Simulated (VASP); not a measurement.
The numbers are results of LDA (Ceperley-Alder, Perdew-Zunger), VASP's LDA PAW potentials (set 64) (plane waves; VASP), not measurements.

A VASP calculation is set up with these files.

KPOINTS:
```
Automatic mesh
0
Gamma
12 12 12
0 0 0
```

**POSCAR**
```
LiF
1
    0.0000000000     1.9527207814     1.9527207814
    1.9527207814     0.0000000000     1.9527207814
    1.9527207814     1.9527207814     0.0000000000
Li F
1 1
Direct
  0.0000000000   0.0000000000   0.0000000000
  0.5000000000   0.5000000000   0.5000000000
```

INCAR:
```
! general
SYSTEM  =LiF
PREC    =Accurate
ENCUT   =520
LREAL   =.FALSE.
LASPH   =.TRUE.

! electronic loop
EDIFF   =1E-8
NELM    =100
ALGO    =Normal

! smearing
ISMEAR  =0
SIGMA   =0.01

! ions
IBRION  =8
NSW     =1

! output
LWAVE   =.FALSE.
LCHARG  =.FALSE.

! other
LEPSILON=.TRUE.
```

POTCAR, in this order: Li_sv F (LDA.64 set). Program: vasp_std.

Output

### OUTCAR
```
 ion  position               nearest neighbor table
   1  0.000  0.000  0.000-   2 1.95   2 1.95   2 1.95   2 1.95   2 1.95   2 1.95
   2  0.500  0.500  0.500-   1 1.95   1 1.95   1 1.95   1 1.95   1 1.95   1 1.95
  LATTYP: Found a face centered cubic cell.
 ALAT       =     3.9054415628
 Subroutine PRICEL returns:
 Original cell was already a primitive cell.
 Subroutine GETGRP returns: Found 48 space group operations
The static configuration has the point symmetry O_h .
The dynamic configuration has the point symmetry O_h .
 Subroutine INISYM returns: Found 48 space group operations
 Subroutine IBZKPT returns following result:
 Found     72 irreducible k-points:

 Following reciprocal coordinates:
            Coordinates               Weight
  0.000000  0.000000  0.000000      1.000000
  0.083333  0.000000  0.000000      8.000000
  0.166667  0.000000  0.000000      8.000000
  0.250000  0.000000  0.000000      8.000000
  0.333333  0.000000  0.000000      8.000000
  0.416667  0.000000  0.000000      8.000000
  0.500000  0.000000  0.000000      4.000000
  0.083333  0.083333  0.000000      6.000000
  0.166667  0.083333  0.000000     24.000000
  0.250000  0.083333  0.000000     24.000000
  0.333333  0.083333  0.000000     24.000000
  0.416667  0.083333  0.000000     24.000000
  0.500000  0.083333  0.000000     24.000000
 -0.416667  0.083333  0.000000     24.000000
 -0.333333  0.083333  0.000000     24.000000
 -0.250000  0.083333  0.000000     24.000000
 -0.166667  0.083333  0.000000     24.000000
 -0.083333  0.083333  0.000000     12.000000
  0.166667  0.166667  0.000000      6.000000
  0.250000  0.166667  0.000000     24.000000
  0.333333  0.166667  0.000000     24.000000
  0.416667  0.166667  0.000000     24.000000
  0.500000  0.166667  0.000000     24.000000
 -0.416667  0.166667  0.000000     24.000000
...
```

OUTCAR:
```


 HEAD OF MICROSCOPIC STATIC DIELECTRIC TENSOR (INDEPENDENT PARTICLE, excluding Hartree and local field effects)
 ------------------------------------------------------
           2.159701    -0.000000     0.000000
           0.000000     2.159701    -0.000000
           0.000000    -0.000000     2.159701
 ------------------------------------------------------

 MACROSCOPIC STATIC DIELECTRIC TENSOR (including local field effects in DFT)
 ------------------------------------------------------
           2.112629     0.000000    -0.000000
           0.000000     2.112629     0.000000
           0.000000     0.000000     2.112629
 ------------------------------------------------------

 PIEZOELECTRIC TENSOR (including local field effects)  for field in x, y, z        (e  Angst)
          XX          YY          ZZ          XY          YZ          ZX
  --------------------------------------------------------------------------------
  x     0.00000     0.00000     0.00000     0.00000     0.00000     0.00000
  y     0.00000     0.00000     0.00000     0.00000     0.00000     0.00000
  z     0.00000     0.00000     0.00000     0.00000     0.00000     0.00000

 PIEZOELECTRIC TENSOR (including local field effects)  for field in x, y, z        (C/m^2)
          XX          YY          ZZ          XY          YZ          ZX
  --------------------------------------------------------------------------------
  x     0.00000     0.00000     0.00000     0.00000     0.00000     0.00000
  y     0.00000     0.00000     0.00000     0.00000     0.00000     0.00000
  z     0.00000     0.00000     0.00000     0.00000     0.00000     0.00000

 BORN EFFECTIVE CHARGES (including local field effects) (in |e|, cummulative output)
 ---------------------------------------------------------------------------------
 ion    1
    1     1.03785    -0.00000    -0.00000
    2    -0.00000     1.03785     0.00000
    3     0.00000     0.00000     1.03785
 ion    2
    1    -1.03785     0.00000     0.00000
    2     0.00000    -1.03785     0.00000
    3    -0.00000    -0.00000    -1.03785

   1 f  =   10.385500 THz    65.254021 2PiTHz  346.422988 cm-1    42.950957 meV

   2 f  =   10.385500 THz    65.254021 2PiTHz  346.422988 cm-1    42.950957 meV

   3 f  =   10.385500 THz    65.254021 2PiTHz  346.422988 cm-1    42.950957 meV

   4 f/i=    0.005764 THz     0.036215 2PiTHz    0.192258 cm-1     0.023837 meV

   5 f/i=    0.005764 THz     0.036215 2PiTHz    0.192258 cm-1     0.023837 meV

   6 f/i=    0.005764 THz     0.036215 2PiTHz    0.192258 cm-1     0.023837 meV

 MACROSCOPIC STATIC DIELECTRIC TENSOR IONIC CONTRIBUTION
 ------------------------------------------------------
           5.788490    -0.000000     0.000000
          -0.000000     5.788490     0.000000
           0.000000     0.000000     5.788490
 ------------------------------------------------------

 ELASTIC MODULI CONTR FROM IONIC RELAXATION (kBar)
 Direction    XX          YY          ZZ          XY          YZ          ZX
 --------------------------------------------------------------------------------
 XX           0.0000      0.0000      0.0000      0.0000      0.0000      0.0000
 YY           0.0000      0.0000      0.0000      0.0000      0.0000      0.0000
 ZZ           0.0000      0.0000      0.0000      0.0000      0.0000      0.0000
 XY           0.0000      0.0000      0.0000      0.0000      0.0000      0.0000
 YZ           0.0000      0.0000      0.0000      0.0000      0.0000      0.0000
 ZX           0.0000      0.0000      0.0000      0.0000      0.0000      0.0000
 --------------------------------------------------------------------------------

 PIEZOELECTRIC TENSOR IONIC CONTR  for field in x, y, z        (C/m^2)
          XX          YY          ZZ          XY          YZ          ZX
  --------------------------------------------------------------------------------
  x     0.00000     0.00000     0.00000     0.00000     0.00000     0.00000
  y     0.00000     0.00000     0.00000     0.00000     0.00000     0.00000
  z     0.00000     0.00000     0.00000     0.00000     0.00000     0.00000
```
(Selected blocks of OUTCAR.)

File OUTCAR:
```
 val. band max:       -0.6892296123   @ k =  -0.0833   0.0833   0.0000

 cond. band min:       9.0261045539   @ k =   0.0000   0.0000   0.0000


 Fermi energy:        -0.5555091167

 k-point     1 :       0.0000    0.0000    0.0000
  band No.  band energies     occupation
      1     -40.2808      2.00000
      2     -20.5275      2.00000
      3      -0.6903      2.00000
      4      -0.6903      2.00000
      5      -0.6903      2.00000
      6       9.0261      0.00000
      7      23.9735      0.00000
      8      23.9736      0.00000
      9      23.9736      0.00000

 k-point     2 :       0.0833    0.0000    0.0000
  band No.  band energies     occupation
      1     -40.2738      2.00000
      2     -20.4955      2.00000
      3      -0.9189      2.00000
      4      -0.7092      2.00000
      5      -0.7092      2.00000
      6       9.2255      0.00000
      7      21.5212      0.00000
      8      22.8301      0.00000
      9      22.8301      0.00000

 k-point     3 :       0.1667    0.0000    0.0000
  band No.  band energies     occupation
      1     -40.2550      2.00000
      2     -20.4066      2.00000
      3      -1.5051      2.00000
      4      -0.7600      2.00000
      5      -0.7600      2.00000
      6       9.6893      0.00000
      7      19.2169      0.00000
      8      21.4775      0.00000
      9      21.4775      0.00000

 k-point     4 :       0.2500    0.0000    0.0000
  band No.  band energies     occupation
      1     -40.2294      2.00000
      2     -20.2812      2.00000
      3      -2.2387      2.00000
      4      -0.8273      2.00000
      5      -0.8273      2.00000
      6      10.1214      0.00000
      7      17.6643      0.00000
      8      20.2302      0.00000
      9      20.2302      0.00000

 k-point     5 :       0.3333    0.0000    0.0000
  band No.  band energies     occupation
      1     -40.2039      2.00000
      2     -20.1495      2.00000
      3      -2.9183      2.00000
...
```

The compound is LiF in the rock salt structure. It was relaxed first, which changed the volume by -9 %.
